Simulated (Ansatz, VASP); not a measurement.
# Cross-check of Ti (Titanium) between VASP and Ansatz, part 2 of 2

One calculation is typed for both programs; each brings its own data sets. How far apart do they land? The cell is taken from a series of runs on this material, whose earlier steps may have relaxed, scaled, displaced or heated it; both programs get it as it stands.

VASP 6.6.1 and Ansatz 0.2.0.

So far: Starting point; Ansatz: zone-centre phonons, LDA; VASP: zone-centre phonons, LDA.

## (3) VASP: zone-centre phonons, LDA (continued)

Level of this step: LDA; plane waves and PAW (Ti_sv) (VASP).

Numbers of over 12 decimals in the logs are rounded to 6 here.

Parts of OUTCAR (step 3):

```text
ion  position               nearest neighbor table
   1  0.333  0.667  0.250-   2 2.81   2 2.81   2 2.81   2 2.81   2 2.81   2 2.81
   2  0.667  0.333  0.750-   1 2.81   1 2.81   1 2.81   1 2.81   1 2.81   1 2.81

  LATTYP: Found a hexagonal cell.
 ALAT       =     2.8349452374
 C/A-ratio  =     1.6138726340

 Subroutine GETGRP returns: Found 24 space group operations
 (whereof 12 operations were pure point group operations)

The static configuration has the point symmetry D_3d.
 The point group associated with its full space group is D_6h.

 Found    259 irreducible k-points:

   k-points           NKPTS =    259   k-points in BZ     NKDIM =    259   number of bands    NBANDS=     18

   dimension x,y,z NGX =    24 NGY =   24 NGZ =   36
   dimension x,y,z NGXF=    48 NGYF=   48 NGZF=   72

   ENCUT  =  500.0 eV  36.75 Ry    6.06 a.u.   5.17  5.17  8.34*2*pi/ulx,y,z

   NELECT =      24.0000    total number of electrons

 k-points in reciprocal lattice and weights: Automatic mesh
   0.00000000  0.00000000  0.00000000       0.000
   0.05555556 -0.00000000  0.00000000       0.002
   0.11111111 -0.00000000  0.00000000       0.002
   0.16666667 -0.00000000  0.00000000       0.002
   0.22222222  0.00000000  0.00000000       0.002
   0.27777778  0.00000000  0.00000000       0.002
   0.33333333  0.00000000  0.00000000       0.002
   0.38888889 -0.00000000  0.00000000       0.002
   0.44444444  0.00000000  0.00000000       0.002
[...]
0.33333333  0.27777778  0.50000000       0.003
   0.33333333  0.33333333  0.50000000       0.001

 average (electrostatic) potential at core
       1 -71.4245       2 -71.4245

  Total        0.3580284      0.3580284     -0.0461365      0.0000000      0.0000000      0.0000000
  in kB       18.0133371     18.0133371     -2.3212476      0.0000000      0.0000000      0.0000000
  external PRESSURE =      11.2351422 kB  Pullay stress =       0.0000000 kB

  energy-cutoff  :      500.00
  volume of cell :       31.84
      direct lattice vectors                 reciprocal lattice vectors
     2.834945237  0.000000000  0.000000000     0.352740500  0.203654823  0.000000000
    -1.417472619  2.455134594  0.000000000     0.000000000  0.407309645  0.000000000
     0.000000000  0.000000000  4.575240537     0.000000000  0.000000000  0.218567743

 POSITION                                       TOTAL-FORCE (eV/Angst)
 -----------------------------------------------------------------------------------
     -0.00000      1.63676      1.14381         0.000000     -0.000000      0.000000
      1.41747      0.81838      3.43143         0.000000      0.000000      0.000000
 -----------------------------------------------------------------------------------
    total drift:                                0.000000     -0.000000      0.000000

 Eigenvectors and eigenvalues of the dynamical matrix
 ----------------------------------------------------

   1 f  =    6.159536 THz    38.701507 2PiTHz  205.460008 cm-1    25.473783 meV
             X         Y         Z           dx          dy          dz
     -0.000000  1.636756  1.143810     0.000000    0.000000   -0.707107
      1.417473  0.818378  3.431430     0.000000    0.000000    0.707107

   2 f  =    3.310397 THz    20.799835 2PiTHz  110.422944 cm-1    13.690694 meV
             X         Y         Z           dx          dy          dz
     -0.000000  1.636756  1.143810    -0.000000   -0.707107   -0.000000
      1.417473  0.818378  3.431430     0.000000    0.707107    0.000000

   3 f  =    3.310397 THz    20.799835 2PiTHz  110.422944 cm-1    13.690694 meV
             X         Y         Z           dx          dy          dz
     -0.000000  1.636756  1.143810     0.707107    0.000000    0.000000
      1.417473  0.818378  3.431430    -0.707107    0.000000    0.000000

   4 f  =    0.000000 THz     0.000000 2PiTHz    0.000001 cm-1     0.000000 meV
             X         Y         Z           dx          dy          dz
     -0.000000  1.636756  1.143810    -0.245628   -0.663074   -0.000000
      1.417473  0.818378  3.431430    -0.245628   -0.663074    0.000000

   5 f  =    0.000000 THz     0.000000 2PiTHz    0.000000 cm-1     0.000000 meV
             X         Y         Z           dx          dy          dz
     -0.000000  1.636756  1.143810     0.000000   -0.000000    0.707107
      1.417473  0.818378  3.431430     0.000000    0.000000    0.707107

   6 f/i=    0.000000 THz     0.000000 2PiTHz    0.000001 cm-1     0.000000 meV
             X         Y         Z           dx          dy          dz
     -0.000000  1.636756  1.143810    -0.663074    0.245628    0.000000
      1.417473  0.818378  3.431430    -0.663074    0.245628    0.000000

 ELASTIC MODULI CONTR FROM IONIC RELAXATION (kBar)
 Direction    XX          YY          ZZ          XY          YZ          ZX
 --------------------------------------------------------------------------------
 XX        -152.2402    152.2402      0.0000     -0.0000     -0.0000      0.0000
 YY         152.2402   -152.2402     -0.0000      0.0000      0.0000      0.0000
 ZZ           0.0000     -0.0000     -0.0000      0.0000      0.0000      0.0000
 XY          -0.0000      0.0000      0.0000   -152.2402     -0.0000      0.0000
 YZ          -0.0000      0.0000      0.0000     -0.0000     -0.0000      0.0000
 ZX           0.0000      0.0000      0.0000      0.0000      0.0000      0.0000
 --------------------------------------------------------------------------------
```

## (4) Side by side

Known differences besides the potentials themselves: the two LDA forms differ slightly; the cutoff is 420 eV in Ansatz and 500 eV in VASP; VASP's log shows a relativistic correction to its local exchange, Ansatz's none. Total energies have different zeros and are not compared.

Compared:

```
                  quantity  Ansatz   VASP  difference
optical mode 1 to 2 (cm⁻¹)   110.0  110.4     -0.41 %
     optical mode 3 (cm⁻¹)   204.0  205.5     -0.72 %
```

Modes are paired by rising frequency, not by their patterns, so a pair may set unlike modes beside each other; they are those without the splitting of longitudinal modes.

## (5) Outcome

- r.m.s. difference of the optical zone-centre modes, each program's sorted by frequency (zone-centre phonons, LDA): 0.93 cm⁻¹
- difference in optical mode 3 (zone-centre phonons, LDA): -0.7 %

**Reading.** The r.m.s. difference of the optical zone-centre modes, each program's sorted by frequency is 0.93 cm⁻¹ (zone-centre phonons, LDA). Among the rows given in per cent, the largest difference of the zone-centre phonons, LDA pair is in optical mode 3, -0.7 %. Such differences can come from data sets, numerical settings and the points named under the comparisons, not from the functional's error against experiment.

[Lines on the potential files, build, host, timing and source positions are cut from VASP's logs without a mark.]

[Logs are printed without paths, hosts, clocks, repeated set-up lines and the standing remarks that a program may print on its own settings, such as how far it seeks lower states.]

[Hosts, paths, dates, database ids (printed as entryN), source tags and the programs' standing remarks are cut or masked in the printed files.]
